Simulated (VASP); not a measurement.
Output of a VASP run:

### OUTCAR
```
 ion  position               nearest neighbor table
   1  0.223  0.112  0.251-  36 1.99  49 1.99  45 1.99  37 1.99   4 3.23  14 3.23  10 3.23  17 3.24
                            16 3.24  12 3.24   5 3.24   2 3.24  32 3.25  24 3.25  13 3.26   9 3.26
   2  0.112  0.225  0.000-  38 1.99  62 1.99  42 2.00  37 2.01   6 3.20  18 3.22   3 3.23  26 3.24
                            25 3.24   1 3.24  14 3.25  24 3.26  10 3.27  33 3.29   5 3.29   7 3.34
   3  0.223  0.112  0.752-  51 1.98  39 1.98  47 1.99  38 2.00   2 3.23  26 3.24  10 3.24  12 3.24
                            14 3.24  15 3.24  19 3.24  34 3.25   7 3.25  16 3.25   4 3.26  11 3.26
   4  0.118  0.230  0.500-  36 1.99  39 1.99  60 2.03  40 2.10   7 3.13   5 3.16   8 3.17  16 3.18
                             1 3.23   3 3.26  24 3.26  26 3.27  27 3.28  12 3.29
   5  0.227  0.447  0.256-  53 1.97  41 2.00  37 2.00  40 2.08  17 3.13  20 3.13   8 3.15   4 3.16
                             9 3.23   1 3.24   6 3.28   2 3.29  28 3.29  24 3.30  18 3.31
   6  0.112  0.553  0.000-  46 1.99  66 1.99  42 1.99  41 2.01   2 3.20  18 3.21  11 3.23  25 3.24
                            30 3.24   9 3.25  21 3.25  28 3.26  10 3.27   5 3.28  29 3.29   7 3.33
   7  0.228  0.448  0.739-  39 1.98  43 1.98  42 2.01  55 2.09   8 3.12   4 3.13  22 3.18  19 3.19
                            11 3.23  18 3.25   3 3.25  30 3.28  26 3.29   6 3.33   2 3.34
   8  0.118  0.555  0.499-  44 1.98  43 1.99  64 2.03  40 2.10   7 3.12   5 3.15   4 3.17  23 3.19
                             9 3.23  11 3.26  28 3.26  30 3.28  27 3.28  12 3.28
   9  0.223  0.777  0.251-  44 1.98  57 1.98  45 1.99  41 1.99   8 3.23  10 3.23  21 3.23   5 3.23
                            20 3.23  23 3.24  12 3.24   6 3.25  13 3.25  32 3.25   1 3.26  28 3.26
  10  0.112  0.889  0.002-  45 1.99  70 1.99  38 1.99  46 1.99   9 3.23   1 3.23  11 3.24   3 3.24
                            34 3.24  32 3.24  21 3.26  14 3.26   6 3.27  29 3.27   2 3.27  33 3.28
  11  0.223  0.777  0.752-  59 1.98  43 1.98  47 1.98  46 2.00   7 3.23   6 3.23  10 3.24  12 3.24
                            22 3.24  15 3.24  21 3.24  30 3.25  34 3.25  23 3.26   8 3.26   3 3.26
  12  0.113  0.890  0.501-  36 1.99  68 1.99  44 1.99  47 2.00  11 3.24   3 3.24  34 3.24   1 3.24
                             9 3.24  32 3.25  16 3.28  23 3.28   8 3.28  31 3.29   4 3.29  35 3.30
  13  0.557  0.111  0.253-  61 1.98  48 1.99  57 2.00  49 2.00  27 3.22  28 3.22  24 3.23  23 3.25
                             9 3.25  21 3.25  25 3.25   1 3.26  16 3.26  14 3.26  20 3.31  17 3.32
  14  0.446  0.225  0.002-  38 1.99  50 1.99  54 2.00  49 2.01  29 3.21  18 3.22   1 3.23   3 3.24
                            25 3.25   2 3.25  15 3.25  13 3.26  10 3.26  17 3.28  21 3.29  19 3.32
  15  0.555  0.111  0.751-  63 1.98  59 1.99  51 1.99  50 2.00  25 3.23  27 3.23  11 3.24   3 3.24
                            30 3.25  14 3.25  21 3.25  26 3.26  22 3.27  19 3.27  23 3.28  16 3.28
  16  0.445  0.231  0.500-  36 1.99  51 1.99  48 2.03  52 2.10  19 3.13  31 3.17  17 3.18   4 3.18
                             1 3.24   3 3.25  13 3.26  15 3.28  27 3.28  12 3.28
  17  0.550  0.449  0.255-  53 1.97  49 2.00  65 2.00  52 2.07  20 3.10   5 3.13  16 3.18  31 3.19
                             1 3.24  32 3.25  14 3.28  18 3.29  29 3.29  28 3.31  13 3.32
  18  0.443  0.555  0.994-  53 1.97  42 1.98  58 1.98  54 1.98   6 3.21   2 3.22  21 3.22  14 3.22
                            33 3.23  29 3.24   7 3.25  19 3.26  22 3.26  17 3.29  20 3.30   5 3.31
  19  0.555  0.446  0.741-  51 1.97  67 1.97  54 2.01  55 2.09  16 3.13  31 3.14   7 3.19  22 3.20
                             3 3.24  34 3.25  18 3.26  30 3.27  15 3.27  29 3.32  14 3.32
  20  0.550  0.768  0.256-  53 1.97  57 2.00  69 2.00  56 2.07  17 3.10   5 3.13  23 3.16  35 3.18
                             9 3.23  32 3.25  21 3.28  33 3.29  18 3.30  24 3.31  13 3.31
  21  0.446  0.887  0.002-  46 1.99  50 1.99  58 1.99  57 2.01  33 3.20  18 3.22   9 3.23  25 3.24
                            11 3.24  13 3.25  15 3.25   6 3.25  10 3.26  20 3.28  14 3.29  22 3.32
  22  0.555  0.775  0.741-  59 1.97  71 1.97  58 2.01  55 2.09  23 3.12  35 3.13   7 3.18  19 3.20
                            11 3.24  34 3.25  18 3.26  15 3.27  26 3.27  33 3.32  21 3.32
  23  0.446  0.882  0.500-  59 1.99  44 1.99  48 2.03  56 2.11  22 3.12  35 3.16  20 3.16   8 3.19
                             9 3.24  13 3.25  11 3.26  27 3.27  15 3.28  12 3.28
  24  0.887  0.110  0.252-  61 1.99  60 1.99  69 2.00  37 2.00  13 3.23  27 3.23  33 3.24  28 3.24
                            32 3.24  25 3.25  35 3.25   1 3.25   2 3.26   4 3.26   5 3.30  20 3.31
  25  0.778  0.222  0.000-  61 1.98  62 1.99  50 1.99  66 1.99  15 3.23  30 3.24  26 3.24   2 3.24
                            21 3.24   6 3.24  28 3.24  24 3.25  14 3.25  33 3.25  13 3.25  29 3.26
  26  0.890  0.111  0.750-  63 1.98  71 1.99  39 1.99  62 2.00  27 3.23   3 3.24   2 3.24  25 3.24
                            34 3.24  30 3.25  15 3.26  33 3.26  35 3.27   4 3.27  22 3.27   7 3.29
  27  0.778  0.222  0.501-  60 1.98  48 1.98  64 1.99  63 2.00  13 3.22  28 3.23  24 3.23  30 3.23
                            26 3.23  15 3.23  23 3.27  35 3.27   4 3.28  16 3.28   8 3.28  31 3.28
  28  0.886  0.443  0.252-  61 1.98  64 1.99  41 2.00  65 2.00  13 3.22  27 3.23  24 3.24  25 3.24
                            29 3.24  32 3.25  31 3.25   6 3.26   8 3.26   9 3.26   5 3.29  17 3.31
  29  0.775  0.555  0.001-  70 1.99  66 1.99  54 2.00  65 2.01  14 3.21  33 3.23  18 3.24  32 3.24
                            34 3.24  28 3.24  25 3.26  30 3.26  10 3.27  17 3.29   6 3.29  19 3.32
  30  0.889  0.444  0.750-  63 1.98  67 1.99  43 1.99  66 2.00  27 3.23  25 3.24   6 3.24  26 3.25
                            15 3.25  11 3.25  34 3.25  29 3.26  19 3.27  31 3.27   8 3.28   7 3.28
  31  0.772  0.556  0.500-  68 1.99  67 1.99  64 2.03  52 2.11  19 3.14  16 3.17  35 3.19  17 3.19
                            32 3.22  34 3.25  28 3.25  30 3.27  27 3.28  12 3.29
  32  0.889  0.778  0.251-  68 1.99  69 1.99  65 1.99  45 1.99  31 3.22  35 3.23  33 3.24  29 3.24
                            10 3.24  24 3.24  12 3.25  28 3.25   1 3.25  17 3.25  20 3.25   9 3.25
  33  0.775  0.887  0.002-  70 1.99  62 1.99  58 2.00  69 2.01  21 3.20  29 3.23  18 3.23  32 3.24
                            24 3.24  34 3.24  25 3.25  26 3.26  10 3.28   2 3.29  20 3.29  22 3.32
  34  0.890  0.778  0.751-  71 1.98  67 1.98  47 1.99  70 2.00  10 3.24  29 3.24  26 3.24  12 3.24
                            33 3.24   3 3.25  30 3.25  19 3.25  11 3.25  31 3.25  22 3.25  35 3.25
  35  0.771  0.883  0.500-  71 1.99  68 1.99  60 2.03  56 2.11  22 3.13  23 3.16  20 3.18  31 3.19
                            32 3.23  24 3.25  34 3.25  26 3.27  27 3.27  12 3.30
  36  0.223  0.112  0.439-   1 1.99   4 1.99  16 1.99  12 1.99
  37  0.111  0.225  0.191-   1 1.99  24 2.00   5 2.00   2 2.01
  38  0.223  0.112  0.941-  10 1.99  14 1.99   2 1.99   3 2.00
  39  0.113  0.223  0.688-   7 1.98   3 1.98  26 1.99   4 1.99
  40  0.270  0.468  0.451-  72 1.57   5 2.08   4 2.10   8 2.10
  41  0.111  0.553  0.191-   9 1.99  28 2.00   5 2.00   6 2.01
  42  0.222  0.444  0.930-  18 1.98   6 1.99   2 2.00   7 2.01
  43  0.111  0.557  0.687-   7 1.98  11 1.98   8 1.99  30 1.99
  44  0.224  0.778  0.438-   9 1.98   8 1.98  23 1.99  12 1.99
...
```

File OSZICAR:
```
...
   5 F= -.42532502E+03 E0= -.42532502E+03  d E =-.516972E-02  mag=     1.0000
       N       E                     dE             d eps       ncg     rms          rms(c)
DAV:   1    -0.425326533388E+03   -0.15043E-02   -0.52255E-01   768   0.183E+00    0.121E-01
RMM:   2    -0.425327262607E+03   -0.72922E-03   -0.87741E-03   736   0.208E-01    0.527E-02
RMM:   3    -0.425327391280E+03   -0.12867E-03   -0.16912E-03   821   0.818E-02    0.384E-02
RMM:   4    -0.425327370345E+03    0.20935E-04   -0.20014E-04   758   0.319E-02    0.148E-02
RMM:   5    -0.425327371499E+03   -0.11543E-05   -0.55148E-05   621   0.161E-02
   6 F= -.42532737E+03 E0= -.42532737E+03  d E =-.234852E-02  mag=     1.0000
       N       E                     dE             d eps       ncg     rms          rms(c)
DAV:   1    -0.425326778815E+03    0.59153E-03   -0.68561E-01   768   0.210E+00    0.140E-01
RMM:   2    -0.425327752400E+03   -0.97359E-03   -0.11659E-02   736   0.240E-01    0.608E-02
RMM:   3    -0.425327925044E+03   -0.17264E-03   -0.22438E-03   823   0.943E-02    0.447E-02
RMM:   4    -0.425327896972E+03    0.28072E-04   -0.26717E-04   753   0.369E-02    0.165E-02
RMM:   5    -0.425327898998E+03   -0.20267E-05   -0.74855E-05   683   0.186E-02
   7 F= -.42532790E+03 E0= -.42532790E+03  d E =-.287602E-02  mag=     1.0000
       N       E                     dE             d eps       ncg     rms          rms(c)
DAV:   1    -0.425327939572E+03   -0.42600E-04   -0.62406E-02   768   0.634E-01    0.413E-02
RMM:   2    -0.425328021308E+03   -0.81736E-04   -0.10048E-03   737   0.700E-02    0.176E-02
RMM:   3    -0.425328033471E+03   -0.12163E-04   -0.17498E-04   737   0.269E-02    0.124E-02
RMM:   4    -0.425328030791E+03    0.26799E-05   -0.19662E-05   470   0.103E-02
   8 F= -.42532803E+03 E0= -.42532803E+03  d E =-.300781E-02  mag=     1.0000
       N       E                     dE             d eps       ncg     rms          rms(c)
DAV:   1    -0.425328271559E+03   -0.23809E-03   -0.41340E-01   768   0.160E+00    0.113E-01
RMM:   2    -0.425328872770E+03   -0.60121E-03   -0.72285E-03   737   0.180E-01    0.470E-02
RMM:   3    -0.425328958210E+03   -0.85439E-04   -0.12661E-03   818   0.689E-02    0.354E-02
RMM:   4    -0.425328933464E+03    0.24746E-04   -0.15888E-04   741   0.283E-02    0.120E-02
RMM:   5    -0.425328934419E+03   -0.95504E-06   -0.40431E-05   545   0.136E-02
   9 F= -.42532893E+03 E0= -.42532893E+03  d E =-.903628E-03  mag=     1.0000
       N       E                     dE             d eps       ncg     rms          rms(c)
DAV:   1    -0.425328934909E+03   -0.14448E-05   -0.44120E-05   760   0.165E-02    0.395E-03
RMM:   2    -0.425328935352E+03   -0.44355E-06   -0.43135E-06   441   0.519E-03    0.241E-03
RMM:   3    -0.425328935414E+03   -0.61429E-07   -0.58332E-07   265   0.210E-03    0.158E-03
RMM:   4    -0.425328935439E+03   -0.25175E-07   -0.18153E-07   171   0.159E-03
  10 F= -.42532894E+03 E0= -.42532894E+03  d E =-.904648E-03  mag=     1.0000
       N       E                     dE             d eps       ncg     rms          rms(c)
DAV:   1    -0.425329142273E+03   -0.20686E-03   -0.14638E-01   768   0.973E-01    0.698E-02
RMM:   2    -0.425329355578E+03   -0.21330E-03   -0.26417E-03   737   0.112E-01    0.294E-02
RMM:   3    -0.425329384133E+03   -0.28555E-04   -0.45811E-04   812   0.429E-02    0.217E-02
RMM:   4    -0.425329375210E+03    0.89226E-05   -0.66389E-05   714   0.180E-02
  11 F= -.42532938E+03 E0= -.42532938E+03  d E =-.439771E-03  mag=     1.0000
```

### OUTCAR
```
------------------------ aborting loop because EDIFF is reached ----------------------------------------
  FORCE on cell =-STRESS in cart. coord.  units (eV):
  Direction    XX          YY          ZZ          XY          YZ          ZX
  --------------------------------------------------------------------------------------
  Total        3.9333730      4.2463381     -7.2498555     -0.0674590     -0.0051271      0.0249155
  in kB        7.2713689      7.8499270    -13.4023326     -0.1247069     -0.0094782      0.0460596
  external PRESSURE =       0.5729877 kB  Pullay stress =       0.0000000 kB
  volume of cell :      866.68
      direct lattice vectors                 reciprocal lattice vectors
     4.868317893 -8.432173817  0.000000000     0.102704879 -0.059296690  0.000000000
     4.868317893  8.432173817  0.000000000     0.102704879  0.059296690  0.000000000
     0.000000000  0.000000000 10.556283981     0.000000000  0.000000000  0.094730305
  FREE ENERGIE OF THE ION-ELECTRON SYSTEM (eV)
  ---------------------------------------------------
  free  energy   TOTEN  =      -425.3293752102 eV

  energy  without entropy=     -425.3293752102  energy(sigma->0) =     -425.32937521

 total charge

# of ion       s       p       d       tot
------------------------------------------
    1        1.005   1.344   0.356   2.704
    2        1.001   1.317   0.344   2.662
    3        1.002   1.347   0.358   2.706
    4        1.006   1.256   0.316   2.578
    5        1.001   1.292   0.331   2.624
    6        1.001   1.317   0.344   2.663
    7        1.006   1.288   0.330   2.623
    8        1.007   1.256   0.316   2.578
    9        1.005   1.345   0.356   2.706
   10        1.002   1.345   0.356   2.703
   11        1.002   1.347   0.358   2.706
   12        1.001   1.332   0.346   2.678
   13        1.001   1.333   0.351   2.686
   14        1.001   1.317   0.344   2.663
   15        1.003   1.339   0.353   2.695
   16        1.006   1.257   0.316   2.579
   17        1.002   1.294   0.332   2.628
   18        1.009   1.372   0.367   2.748
   19        1.006   1.288   0.330   2.624
   20        1.002   1.294   0.332   2.627
   21        1.001   1.317   0.344   2.662
   22        1.006   1.288   0.330   2.624
   23        1.006   1.256   0.316   2.579
   24        1.001   1.333   0.351   2.685
   25        1.001   1.346   0.357   2.704
   26        1.003   1.340   0.353   2.696
   27        0.999   1.344   0.356   2.699
   28        1.001   1.334   0.351   2.686
   29        1.001   1.317   0.344   2.662
   30        1.003   1.340   0.353   2.696
   31        1.007   1.258   0.317   2.582
   32        1.005   1.345   0.356   2.705
   33        1.001   1.317   0.344   2.662
   34        1.002   1.347   0.358   2.706
   35        1.007   1.258   0.317   2.581
   36        1.247   2.439   0.000   3.686
   37        1.250   2.426   0.000   3.677
   38        1.248   2.440   0.000   3.687
   39        1.246   2.447   0.000   3.693
   40        1.259   2.402   0.000   3.661
   41        1.250   2.426   0.000   3.676
   42        1.254   2.425   0.000   3.679
   43        1.246   2.447   0.000   3.693
   44        1.247   2.439   0.000   3.686
   45        1.247   2.442   0.000   3.689
   46        1.247   2.440   0.000   3.688
   47        1.245   2.444   0.000   3.690
   48        1.266   2.397   0.000   3.663
...
```
(Selected blocks of OUTCAR.)

**POSCAR**
```
Ga35CN36
1
    4.8683178927    -8.4321738171     0.0000000000
    4.8683178927     8.4321738171     0.0000000000
    0.0000000000     0.0000000000    10.5562839806
Ga N C
35 36 1
Direct
  0.2225261863   0.1119678547   0.2506912301
  0.1118091708   0.2246260357   0.0004580028
  0.2227640202   0.1120459737   0.7517668793
  0.1180299237   0.2297888723   0.4995276641
  0.2270563357   0.4473213983   0.2562486978
  0.1117957333   0.5532038360   0.0004380815
  0.2281829951   0.4481660272   0.7390570814
  0.1180470577   0.5549605386   0.4993249336
  0.2227671832   0.7769528869   0.2505787915
  0.1124025856   0.8888898831   0.0016272530
  0.2230447253   0.7773405742   0.7517415884
  0.1130746936   0.8895399381   0.5013913748
  0.5565689928   0.1114016305   0.2529033903
  0.4458919551   0.2253035483   0.0018101233
  0.5553275435   0.1110517104   0.7508256403
  0.4453943620   0.2306408221   0.5003198270
  0.5496486533   0.4491827203   0.2553024743
  0.4425386396   0.5546997583   0.9944594435
  0.5545724064   0.4463343951   0.7412098562
  0.5499515089   0.7678040038   0.2561899888
  0.4462497597   0.8872879544   0.0019828878
  0.5546446829   0.7753134335   0.7411943906
  0.4461779480   0.8819388866   0.5001735041
  0.8872487743   0.1099744628   0.2516526291
  0.7775300215   0.2217055380   0.0001037842
  0.8901753398   0.1114546071   0.7501587677
  0.7775745900   0.2218867011   0.5011298646
  0.8864520172   0.4426327994   0.2515530281
  0.7751395707   0.5550399754   0.0014867810
  0.8890598592   0.4442140392   0.7501970518
  0.7718020033   0.5558541859   0.5001077011
  0.8888639938   0.7777247020   0.2514207680
  0.7746278310   0.8865095707   0.0017066099
  0.8897504674   0.7782124607   0.7514633609
  0.7709241523   0.8827023522   0.5001410270
  0.2229814903   0.1120015362   0.4387397184
  0.1114586024   0.2246125956   0.1911426229
  0.2228228640   0.1118987609   0.9409598961
  0.1125208186   0.2228453821   0.6877166929
  0.2697497146   0.4680510006   0.4506564632
  0.1106459652   0.5534214453   0.1908733844
  0.2223290547   0.4444398590   0.9298361958
  0.1114193723   0.5566320990   0.6873359023
  0.2236619454   0.7775332801   0.4384239578
  0.1119335373   0.8888638661   0.1897248844
  0.2232728494   0.7767355248   0.9409348653
  0.1125465599   0.8892650633   0.6904247056
  0.5547275411   0.1110726498   0.4409574777
  0.4465779072   0.2257304601   0.1922248411
  0.5540367104   0.1102229640   0.9402862909
  0.4438613644   0.2217868274   0.6884706282
  0.5327667988   0.4691411180   0.4495067822
  0.4406677208   0.5542264107   0.1810594359
  0.5549003488   0.4454657808   0.9319938323
  0.4474718426   0.5569963763   0.6470438978
  0.5319461891   0.7291105446   0.4499811874
  0.4465108377   0.8872252709   0.1921587777
  0.5545919536   0.7761291825   0.9318905077
  0.4438902332   0.8889846941   0.6881892899
  0.8894492420   0.1115283151   0.4398595266
  0.7770378701   0.2212434349   0.1879330565
  0.8885947968   0.1096572101   0.9394928698
  0.7777666850   0.2217003802   0.6902097733
  0.8892302998   0.4445615005   0.4398059348
  0.7730944617   0.5539837406   0.1920215805
  0.8886287788   0.4450606647   0.9395660638
  0.7791688299   0.5566184386   0.6883013896
  0.8900624868   0.7786868305   0.4395452827
  0.7729109036   0.8854016481   0.1921990977
  0.8894344176   0.7781096583   0.9408837665
  0.7791736592   0.8891033713   0.6883544692
  0.4463336640   0.5562840381   0.4973104732
```

Question: Reconstruct the remaining input files.

Answer: Several could match; the one computed here: the input of the run itself, PBE GGA, plane waves, VASP's PBE PAW potentials (set 64).

**INCAR**
```
SYSTEM = Ga35CN36
PREC = Normal
ENCUT = 400
EDIFF = 1E-5
NELM = 100
ALGO = Fast
LREAL = Auto
LASPH = .TRUE.
ISMEAR = 0
SIGMA = 0.05
GGA = PE
LMAXMIX = 4
LWAVE = .FALSE.
LCHARG = .FALSE.
NELMIN = 4
ISYM = 0
NELECT = 291.0
ISPIN = 2
NUPDOWN = 1
MAGMOM = 72*0.0139
LORBIT = 10
IBRION = 2
ISIF = 2
NSW = 120
EDIFFG = -0.03
```

**KPOINTS**
```
Regular mesh
0
gamma
 1 1 1
```

POTCAR, in this order: Ga N C (PBE.64 set). Program: vasp_gam.

At this cut-off the stress carries a Pulay error, which pulls relaxed volumes low. The cell is charged, with a uniform compensating background. The supercell is sampled at Γ alone, which is coarse: total energies, pressure and levels can be off, energies of defects by several tenths of an eV.

The cell is a supercell with a defect, built from GaN (wurtzite): C_Ga, charge -2.
